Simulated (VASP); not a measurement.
VASP input:

### INCAR
```
! general
SYSTEM  = La
PREC    = Accurate
ENCUT   = 300
LREAL   = .FALSE.
LASPH   = .TRUE.

! electronic loop
EDIFF   = 1E-6
NELM    = 100
ALGO    = Normal
LMAXMIX = 6

! smearing
ISMEAR  = 0
SIGMA   = 0.136

! functional
GGA     = PE

! ions
ISIF    = 2

! output
LWAVE   = .FALSE.
LCHARG  = .FALSE.
```

**KPOINTS**
```
Automatic mesh
0
Gamma
3 3 1
0 0 0
```

POSCAR:
```
La
1
    1.8850000000    -3.2649160000     0.0000000000
    1.8850000000     3.2649160000     0.0000000000
    0.0000000000     0.0000000000    12.1600000000
La
4
Direct
  0.0000000000   0.0000000000   0.5000000000
  0.0000000000   0.0000000000   0.0000000000
  0.3333330000   0.6666670000   0.2500000000
  0.6666670000   0.3333330000   0.7500000000
```

POTCAR, in this order: La (PBE.64 set). Program: vasp_std.

Problem. Translate this PBE calculation to Quantum ESPRESSO's pw.x.

Solution. One equivalent input (not run):
```
&CONTROL
  calculation = 'scf'
  pseudo_dir = './pseudo'
  outdir = './out'
  tprnfor = .true.
  tstress = .true.
/
&SYSTEM
  ibrav = 0
  nat = 4
  ntyp = 1
  ecutwfc = 110
  occupations = 'smearing'
  smearing = 'gaussian'
  degauss = 0.009996
  input_dft = 'pbe'
/
&ELECTRONS
  conv_thr = 7.3e-08
  electron_maxstep = 100
/
ATOMIC_SPECIES
  La 138.905 La.upf
CELL_PARAMETERS angstrom
     1.8850000   -3.2649160    0.0000000
     1.8850000    3.2649160    0.0000000
     0.0000000    0.0000000   12.1600000
ATOMIC_POSITIONS crystal
  La   0.0000000  0.0000000  0.5000000
  La   0.0000000  0.0000000  0.0000000
  La   0.3333330  0.6666670  0.2500000
  La   0.6666670  0.3333330  0.7500000
K_POINTS automatic
  3 3 1 0 0 0
```
What does not carry over: the potentials are each code's own (VASP's PAW set, PseudoDojo norm-conserving files in pw.x), so ENCUT and ecutwfc are chosen apart and not converted; conv_thr bounds pw.x's estimated SCF error, while EDIFF bounds the energy change between steps.

The structure is a typed La crystal. The cell was not relaxed at this level. The k-mesh is coarse (spacing up to 0.64 per Å, 2π included), so the numbers may not be converged in it. The run is one of a series of settings (KPOINTS 3×3×1 Γ-centred mesh against the base run), some of them coarse on purpose.
